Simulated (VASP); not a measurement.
Here is the system:

```yaml
crystal:
  lattice:
    - [3.88163, 0.00000, 0.00000]
    - [0.00000, 3.88163, 0.00000]
    - [0.00000, 0.00000, 5.59545]
  atoms:
    - { symbol: Zn, position: [0.00000, 0.00000, 0.50000] }
    - { symbol: Cd, position: [0.50000, 0.50000, 0.00000] }
    - { symbol: S, position: [0.50000, 0.00000, 0.27613] }
    - { symbol: S, position: [0.00000, 0.50000, 0.72387] }
```

Computed with LDA (Ceperley-Alder, Perdew-Zunger), VASP's LDA PAW potentials (set 64) (plane waves; VASP). Run with 400 eV cut-off, 7×7×5 Γ-centred mesh, tetrahedra with Blöchl corrections, potentials Zn Cd S.

Task: The job: ZnCdS2 (space group P-4m2), 4 atoms, LDA, static run, 400 eV, 7×7×5 Γ-centred mesh. Roughly how much core time does it take on a busy server core?

Result: About 20 core-seconds (one run on a shared machine, a rough figure). It had 30 irreducible k-points, 22 bands, up to 1544 plane waves and 14 electronic steps.

The structure comes from a computed database's ZnCdS2 entry (P-4m2); how it stands against other phases isn't given here. It was relaxed first, which changed the volume by -6 %.
